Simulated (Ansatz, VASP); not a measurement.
# Cu (Cu(110)) in two plane-wave programs, part 2 of 2

Aim: how closely do two programs agree when they are given the same cell, functional and k mesh? Of the first pair: The structure shown is the start of the Ansatz relaxation below; VASP solves that cell, so the two are compared at the walk's first step.

VASP 6.6.1 and Ansatz 0.2.0.

So far: The starting structure; Ansatz: relaxation, PBE.

**3. VASP: single point, PBE, start cell, pair 1**

Level of this step: PBE; plane waves and PAW (Cu) (VASP).

The same cell, functional, mesh and smearing now go to VASP, with its own data sets.

Lines of VASP's logs that name or quote its potential files are left out, and so is its time.

File INCAR:

```
SYSTEM = Cu
PREC = Accurate
ENCUT = 520
EDIFF = 1E-06
NELM = 120
ISMEAR = 1
SIGMA = 0.1
LREAL = .FALSE.
ALGO = Normal
GGA = PE
NBANDS = 75
LASPH = .TRUE.
LORBIT = 11
LWAVE = .FALSE.
LCHARG = .FALSE.
ISIF = 2
LDIPOL = .TRUE.
IDIPOL = 3
DIPOL = 0.5 0.5 0.5
LVHAR = .TRUE.
GGA_COMPAT = .FALSE.
NELMDL = -8
KPAR = 2
```

File POSCAR:

```
Cu
1.0
    2.5526554801      0.0000000000      0.0000000000
    0.0000000000      3.6100000000      0.0000000000
    0.0000000000      0.0000000000     28.7632774004
Cu
11
Direct
    0.5000001018      0.5000000000      0.2781324217
    0.0000001018      1.0000000000      0.3225059290
    0.5000001018      0.5000000000      0.3668794363
    0.0000001018      1.0000000000      0.4112529610
    0.5000001018      0.5000000000      0.4556264857
    0.0000001018      1.0000000000      0.4999999930
    0.5000001018      0.5000000000      0.5443735003
    0.0000001018      1.0000000000      0.5887470250
    0.5000001018      0.5000000000      0.6331205497
    0.0000001018      1.0000000000      0.6774940570
    0.5000001018      0.5000000000      0.7218675644
```

File KPOINTS:

```
Automatic mesh
0
Gamma
14 10 1
0 0 0
```

PAW data sets: Cu (PBE family, release 64).

Run with:

```
$ mpirun -np 2 vasp_std
```

Numbers of over 12 decimals in the logs are rounded to 6 here.

Output:

```text
[banner, memory and clock lines left out]
running    2 mpi-ranks, on    1 nodes
 distrk:  each k-point on    1 cores,    2 groups
 distr:  one band on    1 cores,    1 groups

 POSCAR found type information on POSCAR Cu
 POSCAR found :  1 types and      11 ions
 LDA part: xc-table for (Slater+PW92), standard interpolation
 POSCAR, INCAR and KPOINTS ok, starting setup
 FFT: planning ... GRIDC
 FFT: planning ... GRID_SOFT
 FFT: planning ... GRID
 WAVECAR not read
 entering main loop
       N       E                     dE             d eps       ncg     rms          rms(c)
DAV:   1     0.115972846386E+04    0.11597E+04   -0.52486E+04  7200   0.230E+03
DAV:   2     0.121602244371E+03   -0.10381E+04   -0.10042E+04  7200   0.469E+02
DAV:   3    -0.404239355485E+02   -0.16203E+03   -0.14996E+03  7282   0.229E+02
DAV:   4    -0.482260117690E+02   -0.78021E+01   -0.76852E+01  8019   0.706E+01
DAV:   5    -0.483993073165E+02   -0.17330E+00   -0.17297E+00  8200   0.922E+00
DAV:   6    -0.484064037230E+02   -0.70964E-02   -0.70940E-02  8806   0.149E+00
DAV:   7    -0.484068043971E+02   -0.40067E-03   -0.40064E-03  9965   0.311E-01
DAV:   8    -0.484068144090E+02   -0.10012E-04   -0.10012E-04  9156   0.420E-02    0.244E+01
DAV:   9    -0.429587028598E+02    0.54481E+01   -0.99173E+01  7828   0.125E+02    0.126E+01
DAV:  10    -0.392583160913E+02    0.37004E+01   -0.19042E+01  8536   0.741E+01    0.364E+00
DAV:  11    -0.392342384117E+02    0.24078E-01   -0.39858E+00  8969   0.479E+01    0.155E+00
DAV:  12    -0.392484182542E+02   -0.14180E-01   -0.10687E+00  9272   0.200E+01    0.193E+00
DAV:  13    -0.392275187874E+02    0.20899E-01   -0.38318E-01  8364   0.177E+01    0.138E+00
DAV:  14    -0.391918832181E+02    0.35636E-01   -0.11942E-01 10111   0.849E+00    0.368E-01
[...]
DAV:  24    -0.391927382152E+02   -0.47910E-04   -0.12889E-05  7957   0.779E-02    0.463E-03
DAV:  25    -0.391927609454E+02   -0.22730E-04   -0.33458E-06  5586   0.357E-02    0.224E-03
DAV:  26    -0.391927717802E+02   -0.10835E-04   -0.16051E-06  5165   0.189E-02    0.194E-03
DAV:  27    -0.391927879705E+02   -0.16190E-04   -0.25961E-06  5432   0.240E-02    0.332E-03
DAV:  28    -0.391927937535E+02   -0.57830E-05   -0.90577E-07  4659   0.142E-02    0.500E-04
DAV:  29    -0.391927994660E+02   -0.57125E-05   -0.31256E-07  4667   0.421E-03    0.859E-04
DAV:  30    -0.391928012094E+02   -0.17434E-05   -0.11871E-07  4566   0.485E-03    0.249E-04
DAV:  31    -0.391928017562E+02   -0.54676E-06   -0.38036E-08  4442   0.224E-03
   1 F= -.39192802E+02 E0= -.39192878E+02  d E =0.229390E-03
```

Parts of OUTCAR (step 3):

```text
ion  position               nearest neighbor table
   1  0.500  0.500  0.278-   3 2.55   2 2.55   2 2.55   2 2.55   2 2.55
   2  0.000  0.000  0.323-   1 2.55   3 2.55   1 2.55   3 2.55   1 2.55   3 2.55   1 2.55   3 2.55
                             4 2.55
   3  0.500  0.500  0.367-   1 2.55   2 2.55   2 2.55   2 2.55   2 2.55   4 2.55   4 2.55   4 2.55
                             4 2.55   5 2.55
   4  0.000  0.000  0.411-   2 2.55   6 2.55   5 2.55   3 2.55   3 2.55   5 2.55   3 2.55   5 2.55
                             3 2.55   5 2.55
   5  0.500  0.500  0.456-   7 2.55   6 2.55   6 2.55   6 2.55   6 2.55   4 2.55   4 2.55   4 2.55
                             4 2.55   3 2.55
   6  0.000  0.000  0.500-   7 2.55   7 2.55   7 2.55   7 2.55   5 2.55   5 2.55   5 2.55   5 2.55
                             4 2.55   8 2.55
   7  0.500  0.500  0.544-   5 2.55   6 2.55   6 2.55   6 2.55   6 2.55   8 2.55   8 2.55   8 2.55
                             8 2.55   9 2.55
   8  0.000  0.000  0.589-  10 2.55   6 2.55   9 2.55   9 2.55   9 2.55   9 2.55   7 2.55   7 2.55
                             7 2.55   7 2.55
   9  0.500  0.500  0.633-  11 2.55  10 2.55  10 2.55  10 2.55  10 2.55   8 2.55   8 2.55   8 2.55
                             8 2.55   7 2.55
  10  0.000  0.000  0.677-   9 2.55   9 2.55   9 2.55   9 2.55  11 2.55  11 2.55  11 2.55  11 2.55
                             8 2.55
  11  0.500  0.500  0.722-   9 2.55  10 2.55  10 2.55  10 2.55  10 2.55

  LATTYP: Found a simple orthorhombic cell.
 ALAT       =     2.5526554801
 B/A-ratio  =     1.4142135624
 C/A-ratio  =    11.2679825478

 Subroutine GETGRP returns: Found  8 space group operations
 (whereof  8 operations were pure point group operations)

The static configuration has the point symmetry D_2h.

 Found     48 irreducible k-points:

   k-points           NKPTS =     48   k-points in BZ     NKDIM =     48   number of bands    NBANDS=     75

   dimension x,y,z NGX =    20 NGY =   28 NGZ =  216
   dimension x,y,z NGXF=    40 NGYF=   56 NGZF=  432

   ENCUT  =  520.0 eV  38.22 Ry    6.18 a.u.   4.75  6.71 53.48*2*pi/ulx,y,z

   NELECT =     121.0000    total number of electrons

 k-points in reciprocal lattice and weights: Automatic mesh
   0.00000000  0.00000000  0.00000000       0.007
   0.07142857  0.00000000  0.00000000       0.014
   0.14285714  0.00000000  0.00000000       0.014
   0.21428571  0.00000000  0.00000000       0.014
   0.28571429  0.00000000  0.00000000       0.014
   0.35714286  0.00000000  0.00000000       0.014
   0.42857143  0.00000000  0.00000000       0.014
   0.50000000  0.00000000  0.00000000       0.007
   0.00000000  0.10000000  0.00000000       0.014
[...]
0.42857143  0.50000000  0.00000000       0.014
   0.50000000  0.50000000  0.00000000       0.007

 dipolmoment           0.000000      0.000000      0.000009 electrons x Angstroem

 average (electrostatic) potential at core
       1 -69.2268       2 -69.6676       3 -69.7179       4 -69.7748       5 -69.7273
       6 -69.7850       7 -69.7273       8 -69.7747       9 -69.7178      10 -69.6675
      11 -69.2266

 E-fermi :   1.5860

 k-point     1 :       0.0000    0.0000    0.0000
  band No.  band energies     occupation
    ...
     57      -0.0115      2.00000
     58       0.0668      2.00000
     59       0.1339      2.00000
     60       0.1376      2.00000
     61       0.6663      2.00000
     62       1.6624      0.03916
     63       3.0588     -0.00000
     64       3.4338     -0.00000
     65       4.4108      0.00000
     66       4.5686      0.00000
    ...

 k-point     2 :       0.0714    0.0000    0.0000
  band No.  band energies     occupation
    ...
     57       0.0069      2.00000
     58       0.0780      2.00000
     59       0.1006      2.00000
     60       0.1228      2.00000
     61       0.7177      2.00000
     62       1.7539     -0.03895
     63       3.1709     -0.00000
     64       3.7210      0.00000
     65       4.6366      0.00000
     66       4.6853      0.00000
    ...

 k-point     3 :       0.1429    0.0000    0.0000
  band No.  band energies     occupation
    ...
     57       0.0124      2.00000
     58       0.0876      2.00000
     59       0.1010      2.00000
     60       0.1537      2.00000
     61       0.8693      2.00000
     62       2.0221     -0.00000
     63       3.4946     -0.00000
     64       4.4672      0.00000
     65       5.0225      0.00000
     66       5.2625      0.00000
    ...

  Total        0.4840973     -0.4657934      0.4801102     -0.0000000      0.0000000      0.0000000
  in kB        2.9262097     -2.8155687      2.9021093     -0.0000000      0.0000000      0.0000000
  external PRESSURE =       1.0042501 kB  Pullay stress =       0.0000000 kB

  energy-cutoff  :      520.00
  volume of cell :      265.06
      direct lattice vectors                 reciprocal lattice vectors
     2.552655480  0.000000000  0.000000000     0.391748909  0.000000000  0.000000000
     0.000000000  3.610000000  0.000000000     0.000000000  0.277008310  0.000000000
     0.000000000  0.000000000 28.763277400     0.000000000  0.000000000  0.034766553

 POSITION                                       TOTAL-FORCE (eV/Angst)
 -----------------------------------------------------------------------------------
      1.27633      1.80500      8.00000         0.000000      0.000000      0.290105
      0.00000      0.00000      9.27633         0.000000      0.000000     -0.404630
      1.27633      1.80500     10.55265         0.000000     -0.000000     -0.030362
      0.00000      0.00000     11.82898         0.000000      0.000000      0.016199
      1.27633      1.80500     13.10531         0.000000      0.000000      0.001004
      0.00000      0.00000     14.38164         0.000000      0.000000      0.000000
      1.27633      1.80500     15.65797         0.000000      0.000000     -0.001004
      0.00000      0.00000     16.93429         0.000000      0.000000     -0.016199
      1.27633      1.80500     18.21062         0.000000      0.000000      0.030362
      0.00000      0.00000     19.48695         0.000000      0.000000      0.404630
      1.27633      1.80500     20.76328         0.000000      0.000000     -0.290105
 -----------------------------------------------------------------------------------
    total drift:                               -0.000344      0.000000      0.001714

  FREE ENERGIE OF THE ION-ELECTRON SYSTEM (eV)
  ---------------------------------------------------
  free  energy   TOTEN  =       -39.1928017562 eV

  energy  without entropy=      -39.1930311466  energy(sigma->0) =      -39.19287822

 vacuum level on the upper side and lower side of the slab         5.853         5.853

 total charge
# of ion       s       p       d       tot
------------------------------------------
    1        0.440   0.223   9.222   9.885
    2        0.444   0.359   9.172   9.975
    3        0.447   0.378   9.181  10.005
    4        0.447   0.387   9.171  10.005
    5        0.450   0.382   9.176  10.009
    6        0.449   0.388   9.169  10.005
    7        0.450   0.382   9.176  10.009
    8        0.447   0.387   9.171  10.005
    9        0.447   0.378   9.181  10.005
   10        0.444   0.359   9.172   9.975
   11        0.440   0.223   9.222   9.885
--------------------------------------------------
tot          4.904   3.844 101.015 109.763

[... 3 further parts left out ...]
```

This run has no spin polarisation. Its electron count is odd, so without a moment it is a metal by construction.

**4. Comparison**

Known differences besides the potentials themselves: the data sets hold 209 valence electrons in Ansatz (on its default PAW (the set named soft_2) files) and 121 in VASP; the cutoff is 420 eV in Ansatz and 520 eV in VASP. Total energies have different zeros and are not compared.

Forces on 7 of the 11 atoms, those with the largest forces and the largest differences (eV/Å; atoms numbered as in POSCAR):

```
atom        Ansatz x, y, z          VASP x, y, z
 Cu1   0.000, 0.000, 0.321   0.000, 0.000, 0.290
 Cu2  0.000, 0.000, -0.405  0.000, 0.000, -0.405
 Cu3  0.000, 0.000, -0.026  0.000, 0.000, -0.030
 Cu8  0.000, 0.000, -0.015  0.000, 0.000, -0.016
 Cu9   0.000, 0.000, 0.026   0.000, 0.000, 0.030
Cu10   0.000, 0.000, 0.405   0.000, 0.000, 0.405
Cu11  0.000, 0.000, -0.321  0.000, 0.000, -0.290
```

The forces differ by 7.8 meV/Å r.m.s., which is 6.3 % of the r.m.s. force of 0.123 eV/Å (both taken over all components). With vacuum in the cell, a pressure given here is an average over mostly empty space and none of the material.

**5. Ansatz: relaxation, PBE**

This run makes the geometry at which the two programs are then compared.

The structure compared here is the end of the Ansatz relaxation.

File input.yaml:

```yaml
crystal:
  lattice:
    - [2.5526554801, 0.0, 0.0]
    - [0.0, 3.61, 0.0]
    - [0.0, 0.0, 28.7632774004]
  atoms:
    - { symbol: Cu, position: [0.5, 0.5, 0.2781324217] }
    - { symbol: Cu, position: [0.0, 0.0, 0.3225059374] }
    - { symbol: Cu, position: [0.5, 0.5, 0.366879453] }
    - { symbol: Cu, position: [0.0, 0.0, 0.4112529687] }
    - { symbol: Cu, position: [0.5, 0.5, 0.4556264843] }
    - { symbol: Cu, position: [0.0, 0.0, 0.5] }
    - { symbol: Cu, position: [0.5, 0.5, 0.5443735157] }
    - { symbol: Cu, position: [0.0, 0.0, 0.5887470313] }
    - { symbol: Cu, position: [0.5, 0.5, 0.633120547] }
    - { symbol: Cu, position: [0.0, 0.0, 0.6774940626] }
    - { symbol: Cu, position: [0.5, 0.5, 0.7218675783] }
hamiltonian:
  xc: pbe
kpoints:
  mp_grid: { grid: [14, 10, 1] }
scf:
  occupations: { method: methfessel_paxton, width: 0.1 }
  convergence: { dr2_threshold: 1.0e-09 }
efield:
  axis: 3
  dipole_correction: true
relax:
  f_tol: 0.01
  max_steps: 40
  constraints: [{ sites: [5] }]
output:
  write_potential: true
  write_density: true
  volumetric_format: npy
  elf: true
```

Run with:

```
$ ansatz run input.yaml --threads 2 --pin off --max-ram 4096MiB --backend cpu --events-out ev --progress --plain --runs-dir out
```

Output:

```text
[...]
Crystal: 11 atoms, lattice volume = 265.056 Å³
Basis set: ecut = 420 eV, 5213 PW (Γ), exchange–correlation on 36×50×400 points (8 copies of the dense FFT grid, shifted against one another)
Bands: 126, of which v1, the nominal top of the filled ones, is band 105 counted from 1 (104 counted from 0)
Symmetry: 4 space group operations
k-points: 48 of 140
[...]
- { symbol: Cu, position: [0.5, 0.500000, 0.455349] }
    - { symbol: Cu, position: [0.0, 0.0, 0.500000] }
    - { symbol: Cu, position: [0.5, 0.500000, 0.544651] }
    - { symbol: Cu, position: [-4.1220623503954403e-19, 0, 0.589406] }
    - { symbol: Cu, position: [0.5, 0.500000, 0.633647] }
    - { symbol: Cu, position: [-1.663919770662432e-18, 0, 0.680154] }
    - { symbol: Cu, position: [0.5, 0.500000, 0.720655] }
[key lines of the parts left out:]
SCF converged after 12 iterations
Free energy (F): -72875.098179 eV
Fermi energy:    6.058578 eV
Dipole field:    D = 0.000001 V/Å  (p = 0.000001 e·Å, saw-weighted, corrected)
Work function:   Φ+ = 4.3180 eV   Φ− = 4.3180 eV
```

**6. VASP: single point, PBE, relaxed cell, pair 2**

The same cell, functional, mesh and smearing now go to VASP, with its own data sets.

INCAR is that of step 3.

File POSCAR:

```
Cu
1.0
    2.5526554801      0.0000000000      0.0000000000
    0.0000000000      3.6100000000      0.0000000000
    0.0000000000      0.0000000000     28.7632774004
Cu
11
Direct
    0.5000000000      0.5000000000      0.2793447867
    0.0000000000      1.0000000000      0.3198457801
    0.5000000000      0.5000000000      0.3663530176
    0.0000000000      1.0000000000      0.4105939579
    0.5000000000      0.5000000000      0.4553490284
    0.0000000000      1.0000000000      0.4999999952
    0.5000000000      0.5000000000      0.5446509621
    0.0000000000      1.0000000000      0.5894060326
    0.5000000000      0.5000000000      0.6336469729
    0.0000000000      1.0000000000      0.6801542104
    0.5000000000      0.5000000000      0.7206552038
```

KPOINTS is that of step 3.

Run with:

```
$ mpirun -np 2 vasp_std
```

Output:

```text
[... set-up lines as in an earlier step ...]
 entering main loop
       N       E                     dE             d eps       ncg     rms          rms(c)
DAV:   1     0.116099300406E+04    0.11610E+04   -0.52496E+04  7200   0.230E+03
DAV:   2     0.122069092339E+03   -0.10389E+04   -0.10051E+04  7200   0.470E+02
DAV:   3    -0.403541610190E+02   -0.16242E+03   -0.15056E+03  7288   0.229E+02
DAV:   4    -0.482940324282E+02   -0.79399E+01   -0.78202E+01  8062   0.711E+01
[...]
DAV:  29    -0.392330938016E+02   -0.65045E-05   -0.34401E-07  4712   0.960E-03    0.633E-04
DAV:  30    -0.392330955880E+02   -0.17864E-05   -0.10607E-07  4508   0.454E-03    0.177E-04
DAV:  31    -0.392330963463E+02   -0.75826E-06   -0.46687E-08  4413   0.199E-03
   1 F= -.39233096E+02 E0= -.39232804E+02  d E =-.875876E-03
```

From OUTCAR (step 6):

```text
  Total        0.6405841     -0.0855917      0.4074597     -0.0000000      0.0000000      0.0000000
  in kB        3.8721216     -0.5173737      2.4629609     -0.0000000      0.0000000      0.0000000
  external PRESSURE =       1.9392363 kB  Pullay stress =       0.0000000 kB

 POSITION                                       TOTAL-FORCE (eV/Angst)
 -----------------------------------------------------------------------------------
      1.27633      1.80500      8.03487         0.000000     -0.000000     -0.035347
      0.00000      0.00000      9.19981         0.000000      0.000000     -0.000802
      1.27633      1.80500     10.53751        -0.000000     -0.000000     -0.001265
      0.00000      0.00000     11.81003        -0.000000     -0.000000     -0.005784
      1.27633      1.80500     13.09733        -0.000000     -0.000000      0.001171
      0.00000      0.00000     14.38164        -0.000000     -0.000000      0.000000
      1.27633      1.80500     15.66595        -0.000000     -0.000000     -0.001171
      0.00000      0.00000     16.95325        -0.000000     -0.000000      0.005784
      1.27633      1.80500     18.22576        -0.000000     -0.000000      0.001265
      0.00000      0.00000     19.56346        -0.000000      0.000000      0.000802
      1.27633      1.80500     20.72841        -0.000000     -0.000000      0.035347
 -----------------------------------------------------------------------------------
    total drift:                               -0.000000      0.000000      0.001171

  FREE ENERGIE OF THE ION-ELECTRON SYSTEM (eV)
  ---------------------------------------------------
  free  energy   TOTEN  =       -39.2330963463 eV

  energy  without entropy=      -39.2322204704  energy(sigma->0) =      -39.23280439

[... 2 parts as in an earlier step ...]

[... 1 further part left out ...]
[key lines of the parts left out:]
E-fermi :   1.5685
```

**7. Side by side**

What differs besides the data sets and the points named for the pairs above, as far as they apply: the data sets hold 209 valence electrons in Ansatz (on its default PAW (the set named soft_2) files) and 121 in VASP. Total energies have different zeros and are not compared.

The two programs side by side:

```
                                   quantity  Ansatz  VASP  difference
 work function, lower of the two faces (eV)    4.32  4.30       +0.02
work function, higher of the two faces (eV)    4.32  4.30       +0.02
```

At this near-relaxed geometry the largest component of a force difference is 29 meV/Å. With vacuum in the cell, a pressure given here is an average over mostly empty space and none of the material.

**8. Results**

* r.m.s. force difference (single point, PBE, start cell, pair 1): 7.8 meV/Å
* difference in work function, higher of the two faces (single point, PBE, relaxed cell, pair 2): 0.021 eV
* r.m.s. force difference (single point, PBE, relaxed cell, pair 2): 7.3 meV/Å

The r.m.s. force difference is 7.8 meV/Å (single point, PBE, start cell, pair 1), within the 12 meV/Å picked in this series as the mark of a large difference. The data sets hold unlike numbers of valence electrons (209 in Ansatz and 121 in VASP), so part of the differences comes from the potentials. Such differences can come from data sets, numerical settings and the points named under the comparisons, not from the functional's error against experiment.

[Lines on the potential files, build, host, timing and source positions are cut from VASP's logs without a mark.]

[Logs are printed without paths, hosts, clocks, repeated set-up lines and the standing remarks that a program may print on its own settings, such as how far it seeks lower states.]

[Hosts, paths, dates, database ids (printed as entryN), source tags and the programs' standing remarks are cut or masked in the printed files.]
